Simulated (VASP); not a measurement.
Input:

```
CELL_PARAMETERS angstrom
      3.73582     0.00000     0.00000
     -1.86791     3.23531     0.00000
      0.00000     0.00000     5.57462
ATOMIC_POSITIONS crystal
  Pt 0.00000 0.00000 0.00000
  Pt 0.00000 0.00000 0.50000
  S  0.33333 0.66667 0.25000
  S  0.66667 0.33333 0.75000
```

The numbers are results of PBE GGA, VASP's PBE PAW potentials (set 64) (plane waves; VASP), not measurements. Run with 400 eV cut-off, 11×11×6 Γ-centred mesh, tetrahedra with Blöchl corrections, potentials Pt S.

Task: The job: PtS (relaxed from the NiAs type structure, space group P6_3/mmc), 4 atoms, PBE, static run, 400 eV, 11×11×6 Γ-centred mesh. Roughly how much core time does it take on a busy server core?

Result: About 30 core-seconds (one run on a shared machine, a rough figure). It had 64 irreducible k-points, 20 bands, up to 1241 plane waves and 16 electronic steps.

The structure was generated: PtS was put into the NiAs type type (P6_3/mmc), which need not be its known phase. It was relaxed first.
